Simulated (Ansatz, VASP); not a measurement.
Two plane-wave programs on Si3Sn

```
Si Sn
1.0
     4.03764    0.00000    0.00000
     0.00000    4.03764    0.00000
     0.00000    0.00000    5.74862
Si Sn
3 1
Direct
  0.50000 0.00000 0.77460
  0.50000 0.50000 0.00000
  0.00000 0.50000 0.22540
  0.00000 0.00000 0.50000
```

The cell was built by a generator and needn't be a form met in nature.

Alike in both runs: task single point; functional HSE06; k mesh 4 × 4 × 2; no spin polarisation.

|  | VASP | Ansatz |
| --- | --- | --- |
| version | VASP 6.6.1 | Ansatz 0.2.0 |
| potentials or method | VASP PAW PBE potentials, release 64 (Si, Sn_d) | plane waves, PAW |
| plane-wave cutoff (eV) | 520 | 420 |
| occupations | gaussian, width 0.01 eV | fixed |
| valence electrons in the cell | 26 | 26 |

```csv
,VASP,Ansatz,Ansatz less VASP
gap on the k mesh at the Fermi level (eV),0.78,0.76,-0.012
pressure (GPa),-0.4,-0.2,+0.25
largest component of the traceless stress (GPa),0.76,0.74,-0.020
rms of the force components (eV/Å),0.006,0.004,-0.0017
```

Atom by atom the forces differ by 0.002 eV/Å (rms over components). Ansatz warned: «stress_exchange_threshold_loose».

Caveats: the k mesh is coarse (spacing up to 0.55 Å⁻¹), so the values aren't converged, least of all with exact exchange; the PAW data sets were made with another functional, which shifts forces and pressure a little (VASP); spin-orbit coupling is left out, which moves the levels of the heavy elements. A k mesh can miss the band edges.
